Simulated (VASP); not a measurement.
Input:

```
Cd4SeTe3
1.0
    6.50028     0.00000     0.00000
    0.00000     6.50028     0.00000
    0.00000     0.00000     6.50028
Cd Te Se
4 3 1
Direct
  0.00838   0.99162   0.99162
  0.49162   0.50838   0.99162
  0.49162   0.99162   0.50838
  0.00838   0.50838   0.50838
  0.25000   0.25000   0.25000
  0.75000   0.75000   0.25000
  0.75000   0.25000   0.75000
  0.25000   0.75000   0.75000
```

Computed with PBE GGA, VASP's PBE PAW potentials (set 64) (plane waves; VASP 6.6.1). Run with 400 eV cut-off, Gaussian smearing of 0.050 eV, potentials Cd Te Se.

Unless said otherwise, spin-orbit coupling is left out, though it shifts the bands of the heavy elements here.

Q: Give the energies of bands 28 to 41 at the high-symmetry points, in eV from the valence-band maximum.

A: 
```
band      Γ      X      M      R
----  -----  -----  -----  -----
28    -1.82  -2.56  -3.39  -4.00
29    -1.82  -2.15  -2.11  -1.00
30    -1.82  -2.15  -1.96  -1.00
31    -1.62  -1.97  -1.96  -1.00
32    -1.62  -1.96  -1.80  -0.59
33    -1.62  -1.14  -0.92  -0.59
34     0.00  -1.14  -0.92  -0.59
35     0.00  -0.82  -0.63  -0.47
36     0.00  -0.82  -0.50  -0.47
37     0.49   2.85   2.82   1.35
38     2.77   2.93   3.09   2.03
39     2.77   3.40   3.27   2.03
40     2.86   3.54   3.27   2.03
41     2.86   4.16   5.13   5.36
```

The gap is direct, 0.49 eV, from the valence maximum at Γ to the conduction minimum at Γ.

The structure was generated: Cd4SeTe3 was put into an ordered model structure (P-43m), which need not be its known phase. It was relaxed first, which changed the volume by +6 %.
